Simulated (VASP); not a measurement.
```
CELL_PARAMETERS angstrom
      1.36500    -2.36425     0.00000
      1.36500     2.36425     0.00000
      0.00000     0.00000     4.32000
ATOMIC_POSITIONS crystal
  Os 0.33333 0.66667 0.25000
  Os 0.66667 0.33333 0.75000
```

The base run (VASP): PBE GGA, plane waves, VASP's PBE PAW potentials (set 64). Numerical set-up: 400 eV cut-off, 14×14×8 Γ-centred mesh, first-order Methfessel-Paxton smearing of 0.10 eV, potentials Os.

One setting is varied; ΔE counts from the most expensive setting. The base run took about 10 core-seconds. The timings are rough (shared machines, no repeats); factors under 2 mean little.

Pressures at a finite cut-off, here 400 eV, hold a Pulay part, which wasn't tested here.

```
setting                                                  cost over the base run  electronic steps  ΔE (meV/atom)  pressure (GPa)
-------------------------------------------------------  ----------------------  ----------------  -------------  --------------
KGAMMA = .FALSE., KSPACING = 0.6, KPOINTS file removed                about 1/4                12           60.0           10.80
KGAMMA = .TRUE., KSPACING = 0.8, KPOINTS file removed                 about 1/4                13         -119.0            6.96
KGAMMA = .TRUE., KSPACING = 0.35, KPOINTS file removed                about 1/3                12          -30.7            9.42
KGAMMA = .FALSE., KSPACING = 0.3, KPOINTS file removed                about 1/3                12          -13.0            9.67
base run                                                              reference                12            2.4            9.96
KGAMMA = .FALSE., KSPACING = 0.16, KPOINTS file removed    within a factor of 2                12            0.0            9.92
```

Left out are runs that failed, have no time on record or changed the cell.

The compound is Os in the hcp structure. The cell was not relaxed at this level.
